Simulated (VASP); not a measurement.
# FCClBr2 in VASP: a series of runs

One molecule, FCClBr2, is run at these levels: PBE+D3(BJ), HSE06, PBE0; tasks: single point.

Program: VASP 6.6.1. These are calculated values, not measurements. Logs are shortened: lines on timing, memory, paths and dates and some standing lists are left out, and cuts for length are marked.

**1. Starting point**

The cell holds a molecule in a box, 5 atoms: a = 12.000 Å, b = 12.000 Å, c = 12.000 Å, α = 90.00°, β = 90.00°, γ = 90.00°.

**2. Single point, PBE+D3(BJ)**

Contents of INCAR:

```
SYSTEM = CBr2ClF
PREC     = Accurate       ! precision mode
ENCUT    = 520            ! plane-wave cutoff, eV
EDIFF    = 1E-6           ! SCF threshold, eV
ISMEAR   = 0              ! smearing method
SIGMA    = 0.01           ! smearing width, eV
LREAL    = .False.        ! projectors in reciprocal space
LASPH    = .True.         ! aspherical terms in the spheres
NELM     = 100            ! most SCF steps
ALGO     = Normal         ! electronic algorithm
ISIF     = 2              ! what is computed and relaxed
LWAVE    = .False.        ! write WAVECAR
LCHARG   = .False.        ! write CHGCAR
GGA      = PE             ! functional
IVDW     = 12             ! dispersion correction
```

Contents of KPOINTS:

```
Automatic mesh
0
Gamma
  1 1 1
  0 0 0
```

Contents of POSCAR:

```
CBr2ClF
1.0
   12.0000000000      0.0000000000      0.0000000000
    0.0000000000     12.0000000000      0.0000000000
    0.0000000000      0.0000000000     12.0000000000
F C Cl Br
1 1 1 2
Cartesian
    7.0944000000      4.8551499600      6.3175500000
    5.9496999600      5.4962499600      6.0926499600
    4.9316000400      5.3516499600      7.5115500000
    5.0931000000      4.6867500000      4.5564500400
    6.3561999600      7.3552500000      5.7350499600
```

Potentials or basis: VASP PAW PBE potentials, release 64 (F, C, Cl, Br).

Launch:

```bash
$ cat potpaw_PBE.64/F/POTCAR potpaw_PBE.64/C/POTCAR potpaw_PBE.64/Cl/POTCAR potpaw_PBE.64/Br/POTCAR > POTCAR
$ mpirun -np 1 vasp_gam > vasp.out
```

OUTCAR:

```text
SYSTEM = CBr2ClF
   PREC = Accurate
   ENCUT = 520
   EDIFF = 1E-6
   ISMEAR = 0
   LREAL = .False.
   LASPH = .True.
   NELM = 100
   ISIF = 2
   GGA = PE
   IVDW = 12
 IVDW          = 12

 ion  position               nearest neighbor table
   1  0.591  0.405  0.526-   2 1.33
   2  0.496  0.458  0.508-   1 1.33   3 1.75   4 1.94   5 1.94
   3  0.411  0.446  0.626-   2 1.75
   4  0.424  0.391  0.380-   2 1.94
   5  0.530  0.613  0.478-   2 1.94

  LATTYP: Found a simple cubic cell.
 ALAT       =    12.0000000000

  Lattice vectors:

 A1 = (  12.0000000000,   0.0000000000,   0.0000000000)
 A2 = (   0.0000000000,  12.0000000000,   0.0000000000)
 A3 = (   0.0000000000,   0.0000000000,  12.0000000000)

Analysis of symmetry for initial positions (statically):
=====================================================================
 Subroutine PRICEL returns:
 Original cell was already a primitive cell.

 Routine SETGRP: Setting up the symmetry group for a
 simple cubic supercell.

 Subroutine GETGRP returns: Found  1 space group operations
 (whereof  1 operations were pure point group operations)
 out of a pool of 48 trial point group operations.

The static configuration has the point symmetry C_1 .

Analysis of symmetry for dynamics (positions and initial velocities):
=====================================================================
 Subroutine PRICEL returns:
 Original cell was already a primitive cell.

 Routine SETGRP: Setting up the symmetry group for a
 simple cubic supercell.

 Subroutine GETGRP returns: Found  1 space group operations
 (whereof  1 operations were pure point group operations)
 out of a pool of 48 trial point group operations.

The dynamic configuration has the point symmetry C_1 .

 Subroutine INISYM returns: Found  1 space group operations
 (whereof  1 operations are pure point group operations),
 and found     1 'primitive' translations

----------------------------------------------------------------------------------------

                                     Primitive cell

  volume of cell :    1728.0000

  direct lattice vectors                    reciprocal lattice vectors
    12.000000000  0.000000000  0.000000000     0.083333333  0.000000000  0.000000000
     0.000000000 12.000000000  0.000000000     0.000000000  0.083333333  0.000000000
     0.000000000  0.000000000 12.000000000     0.000000000  0.000000000  0.083333333

  length of vectors
    12.000000000 12.000000000 12.000000000     0.083333333  0.083333333  0.083333333

  position of ions in fractional coordinates (direct lattice)
     0.591200000  0.404595830  0.526462500
     0.495808330  0.458020830  0.507720830
     0.410966670  0.445970830  0.625962500
     0.424425000  0.390562500  0.379704170
     0.529683330  0.612937500  0.477920830

  ion indices of the primitive-cell ions
   primitive index   ion index
                 1           1
                 2           2
                 3           3
                 4           4
                 5           5

----------------------------------------------------------------------------------------

 KPOINTS: Automatic mesh

Automatic generation of k-mesh.
 Grid dimensions read from file:
 generate k-points for:    1    1    1

 Generating k-lattice:

  Cartesian coordinates                     Fractional coordinates (reciprocal lattice)
     0.083333333  0.000000000  0.000000000     1.000000000  0.000000000  0.000000000
     0.000000000  0.083333333  0.000000000     0.000000000  1.000000000  0.000000000
     0.000000000  0.000000000  0.083333333     0.000000000  0.000000000  1.000000000

  Length of vectors
     0.083333333  0.083333333  0.083333333

  Shift w.r.t. Gamma in fractional coordinates (k-lattice)
     0.000000000  0.000000000  0.000000000

 Subroutine IBZKPT returns following result:
 ===========================================

 Found      1 irreducible k-points:

 Following reciprocal coordinates:
            Coordinates               Weight
  0.000000  0.000000  0.000000      1.000000
   k-points           NKPTS =      1   k-points in BZ     NKDIM =      1   number of bands    NBANDS=     20
   number of dos      NEDOS =    301   number of ions     NIONS =      5
   total plane-waves  NPLWV = 729000
   dimension x,y,z NGX =    90 NGY =   90 NGZ =   90
   dimension x,y,z NGXF=   180 NGYF=  180 NGZF=  180
   ions per type =               1   1   1   2
   NGX,Y,Z   is equivalent  to a cutoff of  12.47, 12.47, 12.47 a.u.
   NGXF,Y,Z  is equivalent  to a cutoff of  24.94, 24.94, 24.94 a.u.
 SYSTEM =  CBr2ClF
   PREC   = accura    normal or accurate (medium, high low for compatibility)
   ISTART =      0    job   : 0-new  1-cont  2-samecut
   ICHARG =      2    charge: 1-file 2-atom 10-const
   ISPIN  =      1    spin polarized calculation?
   LNONCOLLINEAR =      F non collinear calculations
   LSORBIT =      F    spin-orbit coupling
   LASPH  =      T    aspherical Exc in radial PAW
   ENCUT  =  520.0 eV  38.22 Ry    6.18 a.u.  22.31 22.31 22.31*2*pi/ulx,y,z
   NELM   =    100;   NELMIN=  2; NELMDL= -5     # of ELM steps
   EDIFF  = 0.1E-05   stopping-criterion for ELM
   LREAL  =      F    real-space projection
   EDIFFG = 0.1E-04   stopping-criterion for IOM
   NSW    =      0    number of steps for IOM
   IBRION =     -1    ionic relax: 0-MD 1-quasi-New 2-CG
   NFREE  =      0    steps in history (QN), initial steepest desc. (CG)
   ISIF   =      2    stress and relaxation
   ISYM   =      2    0-nonsym 1-usesym 2-fastsym
   POTIM  = 0.5000    time-step for ionic-motion
   TEBEG  =    0.0;   TEEND  =   0.0 temperature during run
   PSTRESS=    0.0 pullay stress
   NELECT =      32.0000    total number of electrons
   NUPDOWN=      -1.0000    fix difference up-down
   EMIN   =  10.00;   EMAX   =-10.00  energy-range for DOS
   EFERMI =   0.00;   METHOD = LEGACY
   ISMEAR =     0;   SIGMA  =   0.01  broadening in eV -4-tet -1-fermi 0-gaus
   EFERMI_NEDOS =   21; number of points for ismear=-14 and -15
   IALGO  =     38    algorithm
   IMIX   =      4    mixing-type and parameters
     AMIX     =   0.40;   BMIX     =  1.00
     AMIX_MAG =   1.60;   BMIX_MAG =  1.00
  volume/ion in A,a.u.               =     345.60      2332.22
  Fermi-wavevector in a.u.,A,eV,Ry     =   0.433122  0.818482  2.552380  0.187595
  Thomas-Fermi vector in A             =   1.403327
   LORBIT       =      0    0 simple, 1 ext, 2 COOP (PROOUT), +10 PAW based schemes
   GGA     = PE    functional components
   LHFCALC =     F    Hartree Fock is set to
   AEXX    =    0.0000 exact exchange contribution
   IVDW    =    12    specifies the selected vdW correction
   LEPSILON=     F    determine dielectric tensor
   LRPA    =     F    only Hartree local field effects (RPA)
 non-spin polarized calculation
 Gauss-broadening in eV      SIGMA  =   0.01
  energy-cutoff  :      520.00
  volume of cell :     1728.00
 maximum number of plane-waves:     23293
 NGX is ok and might be reduce to    90
   NGX = 45   NGY = 45   NGZ = 45

 number of electron      32.0000002 magnetization

 Free energy of the ion-electron system (eV)
  ---------------------------------------------------
  ext. energy  EPLUGINS =         0.00000000
  ---------------------------------------------------
  free energy    TOTEN  =       -17.92822641 eV

  energy without entropy =      -17.92822641  energy(sigma->0) =      -17.92822641

 E-fermi :  -6.5916     XC(G=0):  -1.0018

 val. band max:       -6.6869565778   @ k =   0.0000   0.0000   0.0000
 cond. band min:      -2.5608131766   @ k =   0.0000   0.0000   0.0000
 fundamental gap:      4.1261434011
 Fermi energy:        -6.5916438851

 k-point     1 :       0.0000    0.0000    0.0000
  band No.  band energies     occupation
      1     -32.1059      2.00000
      2     -22.6960      2.00000
      3     -20.7221      2.00000
      4     -20.2791      2.00000
      5     -16.2286      2.00000
      6     -13.3168      2.00000
      7     -12.9018      2.00000
      8     -12.8216      2.00000
      9      -9.8033      2.00000
     10      -9.6939      2.00000
     11      -8.4178      2.00000
     12      -8.0047      2.00000
     13      -7.7361      2.00000
     14      -7.2149      2.00000
     15      -6.9772      2.00000
     16      -6.6870      2.00000
     17      -2.5608      0.00000
     18      -1.2865      0.00000
     19      -0.6888      0.00000
     20      -0.2761      0.00000

------------------------ aborting loop because EDIFF is reached ----------------------------------------

 Edisp (eV)   -0.17397

 E8    (eV) :    -0.0701

  FORCE on cell =-STRESS in cart. coord.  units (eV):
  Direction    XX          YY          ZZ          XY          YZ          ZX
  --------------------------------------------------------------------------------------
  -------------------------------------------------------------------------------------
  Total       1.57970     1.33116     0.98498    -0.29274    -0.02444     0.23965
  in kB       1.46467     1.23423     0.91326    -0.27142    -0.02266     0.22220
  external pressure =        1.20 kB  Pullay stress =        0.00 kB

 VOLUME and BASIS-vectors are now :
 -----------------------------------------------------------------------------
  energy-cutoff  :      520.00
  volume of cell :     1728.00
      direct lattice vectors                 reciprocal lattice vectors
    12.000000000  0.000000000  0.000000000     0.083333333  0.000000000  0.000000000
     0.000000000 12.000000000  0.000000000     0.000000000  0.083333333  0.000000000
     0.000000000  0.000000000 12.000000000     0.000000000  0.000000000  0.083333333

 POSITION                                       TOTAL-FORCE (eV/Angst)
 -----------------------------------------------------------------------------------
      7.09440      4.85515      6.31755         1.058461     -0.590231      0.194306
      5.94970      5.49625      6.09265        -0.724094      0.344339      0.009339
      4.93160      5.35165      7.51155        -0.211888     -0.021103      0.273046
      5.09310      4.68675      4.55645        -0.218330     -0.197974     -0.384907
      6.35620      7.35525      5.73505         0.095851      0.464970     -0.091785
 -----------------------------------------------------------------------------------
    total drift:                                0.000955     -0.001165     -0.001536

  FREE ENERGIE OF THE ION-ELECTRON SYSTEM (eV)
  ---------------------------------------------------
  free  energy   TOTEN  =       -18.1022011853 eV

  energy  without entropy=      -18.1022011853  energy(sigma->0) =      -18.10220119
```

Wall time 1.8 min (1 thread of Intel Xeon Platinum 8559C (Emerald Rapids), shared host); peak memory 1.3 GiB.

Results:

```
Free energy                     : -18.1022 eV
Largest force                   : 1.227 eV/Å
Gap between the frontier levels : 4.13 eV
Dispersion energy per atom      : -0.035 eV
```

Forces in eV/Å, atoms in the order of the input:
```
F    1.058 -0.590  0.194
C   -0.724  0.344  0.009
Cl  -0.212 -0.021  0.273
Br  -0.218 -0.198 -0.385
Br   0.096  0.465 -0.092
```

A hybrid or GW would open this gap; PBE tends to underestimate it.

**3. Single point, HSE06**

POSCAR is that of step 2.

Contents of INCAR.step1:

```
SYSTEM = CBr2ClF
PREC = Accurate
ENCUT = 520
EDIFF = 1E-5
ISMEAR = 0
SIGMA = 0.01
LREAL = .FALSE.
LASPH = .TRUE.
NELM = 80
ALGO = Normal
ISIF = 2
LWAVE = .TRUE.
NBANDS = 24
GGA = PE
```

Contents of INCAR.step2:

```
SYSTEM = CBr2ClF
PREC = Accurate
ENCUT = 520
EDIFF = 1E-6
ISMEAR = 0
SIGMA = 0.01
LREAL = .FALSE.
LASPH = .TRUE.
NELM = 80
ALGO = Normal
ISIF = 2
LWAVE = .FALSE.
LCHARG = .TRUE.
GGA = PE
LHFCALC = .TRUE.
HFSCREEN = 0.2
PRECFOCK = Fast
LELF = .TRUE.
LVHAR = .TRUE.
LVACPOTAV = .TRUE.
NBANDS = 24
ISTART = 1
```

Contents of KPOINTS:

```
Automatic mesh
0
G
  1 1 1
  0 0 0
```

Potentials or basis: VASP PAW PBE potentials, release 64 (F, C, Cl, Br).

Launch:

```bash
$ cat potpaw_PBE.64/F/POTCAR potpaw_PBE.64/C/POTCAR potpaw_PBE.64/Cl/POTCAR potpaw_PBE.64/Br/POTCAR > POTCAR
$ cp INCAR.step1 INCAR
$ mpirun -np 1 vasp_gam > vasp.out
$ cp INCAR.step2 INCAR
$ mpirun -np 1 vasp_gam > vasp.out
```

OUTCAR:

```text
SYSTEM = CBr2ClF
   PREC = Accurate
   ENCUT = 520
   EDIFF = 1E-6
   ISMEAR = 0
   LREAL = .FALSE.
   LASPH = .TRUE.
   NELM = 80
   ISIF = 2
   GGA = PE
   LHFCALC = .TRUE.
   HFSCREEN = 0.2
   PRECFOCK = Fast
   ISTART = 1

 ion  position               nearest neighbor table
   1  0.591  0.405  0.526-   2 1.33
   2  0.496  0.458  0.508-   1 1.33   3 1.75   4 1.94   5 1.94
   3  0.411  0.446  0.626-   2 1.75
   4  0.424  0.391  0.380-   2 1.94
[... 215 lines left out ...]
  --------------------------------------------------------------------------------------
  -------------------------------------------------------------------------------------
  Total        0.2582312     -0.0385431     -0.3130432     -0.3026302     -0.0420385      0.1980809
  in kB        0.2394284     -0.0357366     -0.2902493     -0.2805945     -0.0389775      0.1836578
  external PRESSURE =      -0.0288525 kB  Pullay stress =       0.0000000 kB

 VOLUME and BASIS-vectors are now :
 -----------------------------------------------------------------------------
  energy-cutoff  :      520.00
  volume of cell :     1728.00
      direct lattice vectors                 reciprocal lattice vectors
    12.000000000  0.000000000  0.000000000     0.083333333  0.000000000  0.000000000
     0.000000000 12.000000000  0.000000000     0.000000000  0.083333333  0.000000000
     0.000000000  0.000000000 12.000000000     0.000000000  0.000000000  0.083333333

 POSITION                                       TOTAL-FORCE (eV/Angst)
 -----------------------------------------------------------------------------------
      7.09440      4.85515      6.31755         0.390335     -0.221767      0.067542
      5.94970      5.49625      6.09265        -0.499576      0.230376      0.028757
      4.93160      5.35165      7.51155         0.097719      0.016253     -0.141772
      5.09310      4.68675      4.55645         0.021735      0.021470      0.037667
      6.35620      7.35525      5.73505        -0.010213     -0.046333      0.007807
 -----------------------------------------------------------------------------------
    total drift:                               -0.005219     -0.001052     -0.005708

  FREE ENERGIE OF THE ION-ELECTRON SYSTEM (eV)
  ---------------------------------------------------
  free  energy   TOTEN  =       -23.1283722292 eV

  energy  without entropy=      -23.1283722292  energy(sigma->0) =      -23.12837223
```

OSZICAR.step1:

```text
N       E                     dE             d eps       ncg     rms          rms(c)
DAV:   1     0.399507893227E+03    0.39951E+03   -0.79725E+03    48   0.836E+02
DAV:   2     0.127961985232E+03   -0.27155E+03   -0.24559E+03    80   0.151E+02
DAV:   3    -0.878825583039E+01   -0.13675E+03   -0.13632E+03    72   0.126E+02
[... 12 lines left out ...]
DAV:  16    -0.179280527875E+02   -0.14217E-03   -0.67508E-06    48   0.202E-02    0.267E-03
DAV:  17    -0.179281190325E+02   -0.66245E-04   -0.54467E-06    48   0.960E-03    0.547E-03
DAV:  18    -0.179281587232E+02   -0.39691E-04   -0.19905E-06    48   0.741E-03    0.204E-03
DAV:  19    -0.179282019759E+02   -0.43253E-04   -0.29647E-06    48   0.642E-03    0.365E-03
DAV:  20    -0.179282098148E+02   -0.78389E-05   -0.74774E-07    48   0.569E-03
   1 F= -.17928210E+02 E0= -.17928210E+02  d E =-.386812E-66
```

Run time: 7.5 min. Hardware: 1 thread of Intel Xeon Platinum 8559C (Emerald Rapids), shared host; peak memory 1.4 GiB.

What came out:

| Item | Value |
| --- | --- |
| Free energy | -23.1284 eV |
| Largest force | 0.551 eV/Å |
| Gap between the frontier levels | 5.63 eV |

Forces on the atoms (eV/Å):
```
F    0.390 -0.222  0.068
C   -0.500  0.230  0.029
Cl   0.098  0.016 -0.142
Br   0.022  0.021  0.038
Br  -0.010 -0.046  0.008
```

Caveat: the PAW data sets were made with another functional, which shifts forces and pressure a little.

**4. Single point, PBE0**

Contents of POSCAR:

```
CBr2ClF
1.0
   12.0000000000      0.0000000000      0.0000000000
    0.0000000000     12.0000000000      0.0000000000
    0.0000000000      0.0000000000     12.0000000000
F C Cl Br
1 1 1 2
Direct
    0.5912000000      0.4045958300      0.5264625000
    0.4958083300      0.4580208300      0.5077208300
    0.4109666700      0.4459708300      0.6259625000
    0.4244250000      0.3905625000      0.3797041700
    0.5296833300      0.6129375000      0.4779208300
```

Contents of INCAR.step1:

```
ALGO = Normal
EDIFF = 1E-5
ENCUT = 400
GGA = PE
ISIF = 2
ISMEAR = 0
LASPH = T
LCHARG = F
LREAL = F
LWAVE = T
NBANDS = 24
NELM = 60
PREC = Accurate
SIGMA = 0.01
```

Contents of INCAR.step2:

```
AEXX = 0.25
ALGO = Normal
EDIFF = 1E-7
ENCUT = 400
GGA = PE
HFRCUT = -1
ISIF = 2
ISMEAR = 0
ISTART = 1
LASPH = T
LCHARG = F
LHFCALC = T
LREAL = F
LWAVE = F
NBANDS = 24
NELM = 60
PREC = Accurate
PRECFOCK = Normal
SIGMA = 0.01
```

Contents of KPOINTS:

```
k-points
0
Gamma
  1 1 1
```

Potentials or basis: VASP PAW PBE potentials, release 64 (F_s, C_s, Cl, Br).

Launch:

```bash
$ cat potpaw_PBE.64/F_s/POTCAR potpaw_PBE.64/C_s/POTCAR potpaw_PBE.64/Cl/POTCAR potpaw_PBE.64/Br/POTCAR > POTCAR
$ cp INCAR.step1 INCAR
$ mpirun -np 1 vasp_gam > vasp.out
$ cp INCAR.step2 INCAR
$ mpirun -np 1 vasp_gam > vasp.out
```

Run time: 4.9 min. Hardware: 1 thread of Intel Xeon Platinum 8559C (Emerald Rapids), shared host; peak memory 1.1 GiB.

The run converged. Its results:

```
Free energy                     : -24.6941 eV
Largest force                   : 1.826 eV/Å
Gap between the frontier levels : 6.39 eV
```

Forces on the atoms (eV/Å):
```
F    1.519 -0.851  0.293
C   -1.601  0.853 -0.207
Cl   0.079  0.014 -0.121
Br   0.017  0.022  0.031
Br  -0.014 -0.038  0.004
```

Levels at points of the mesh, in eV from the valence-band top:
```csv
k point,band 14,band 15,band 16,band 17,band 18,band 19
"(0.00, 0.00, 0.00)",-0.57,-0.31,0.00,6.39,7.71,8.08
```

Caveat: the PAW data sets were made with another functional, which shifts forces and pressure a little.

**5. The reference run**

An earlier run on the cell as given: functional PBE; potentials or basis VASP PAW PBE potentials, release 64 (F, C, Cl, Br); cutoff 520 eV; k mesh 1 × 1 × 1; occupations gaussian, width 0.01 eV; no spin polarisation.

* Largest force: 1.233 eV/Å
* Gap between the frontier levels: 4.13 eV

**6. The runs side by side**

```tsv
level	potentials or basis	cutoff (eV)	grid for exact exchange (PRECFOCK)	screening parameter	exchange at q = 0	gap on the mesh (eV)	largest force (eV/Å)
PBE+D3(BJ)	VASP PAW PBE potentials, release 64 (F, C, Cl, Br)	520	-	-	-	4.13	1.23
HSE06	VASP PAW PBE potentials, release 64 (F, C, Cl, Br)	520	Fast	0.2 1/A	-	5.63	0.55
PBE0	VASP PAW PBE potentials, release 64 (F_s, C_s, Cl, Br)	400	Normal	-	truncated	6.39	1.83
PBE	VASP PAW PBE potentials, release 64 (F, C, Cl, Br)	520	-	-	-	4.13	1.23
```

Alike in all rows: task single point; no spin polarisation; cell as given; k mesh 1 × 1 × 1; smearing gaussian 0.01 eV.

Caveats: the PAW data sets were made with another functional, which shifts forces and pressure a little (some runs).

Total energies depend on the potentials used, so only differences within one code and one set of settings carry meaning.
